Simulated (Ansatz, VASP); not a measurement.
# One calculation of GaGe, two programs

File INCAR:

```
SYSTEM = GaGe
ALGO = Normal ; EDIFF = 1E-7
ENCUT = 520 ; GGA = PS
ISIF = 2 ; ISMEAR = 0
LASPH = .True. ; LCHARG = .False.
LREAL = .False. ; LWAVE = .False.
NBANDS = 20 ; NELM = 100
PREC = Accurate ; SIGMA = 0.15
```

File KPOINTS:

```
k-points
0
Gamma
  14 14 14
  0 0 0
```

POSCAR

```
GaGe
1.0
    0.0000000000      2.8978440000      2.8978440000
    2.8978440000      0.0000000000      2.8978440000
    2.8978440000      2.8978440000      0.0000000000
Ga Ge
1 1
Direct
    0.7500000000      0.7500000000      0.7500000000
   -0.0183008501      0.0000000000      0.0000000000
```

Input for Ansatz:

```yaml
crystal:
  lattice:
    - [0.0, 2.897844, 2.897844]
    - [2.897844, 0.0, 2.897844]
    - [2.897844, 2.897844, 0.0]
  atoms:
    - { symbol: Ga, position: [0.75, 0.75, 0.75] }
    - { symbol: Ge, position: [-0.0183008501, 0.0, 0.0] }
basis:
  ecutwfc: 420
kpoints:
  mp_grid: { grid: [14, 14, 14] }
hamiltonian:
  xc: pbesol
scf:
  occupations: { method: gaussian, width: 0.15 }
output:
  forces: true
  stress: true
  eigenvalues: true
```

Change from the starting cell: all Ge atoms moved +0.075 Å, as atom 2 towards its neighbour atom 2 (Ge) at 4.098 Å.

Alike in both runs: task single point; functional PBEsol; k mesh 14 × 14 × 14; occupations gaussian, width 0.15 eV; no spin polarisation.

|  | VASP | Ansatz |
| --- | --- | --- |
| version | VASP 6.6.1 | Ansatz 0.2.0 |
| potentials or method | VASP PAW PBE potentials, release 64 (Ga_d, Ge_d) | scalar-relativistic, plane waves, PAW |
| plane-wave cutoff (eV) | 520 | 420 |
| valence electrons in the cell | 27 | 27 |

|  | VASP | Ansatz | Ansatz less VASP |
| --- | --- | --- | --- |
| gap on the k mesh at the Fermi level (eV) | none | none | - |
| pressure (GPa) | -2.4 | -2.4 | +0.03 |
| largest component of the traceless stress (GPa) | 1.33 | 1.33 | +0.004 |
| rms of the force components (eV/Å) | 0.185 | 0.187 | +0.0012 |

Atom by atom the forces differ by 0.001 eV/Å (rms over components). A gap of «none» marks a metal or a gap that the smearing closes. The functional is the same, so the differences come from potentials, cutoffs and numerics.

Caveats: the PAW data sets were made with another functional, which shifts forces and pressure a little (VASP).
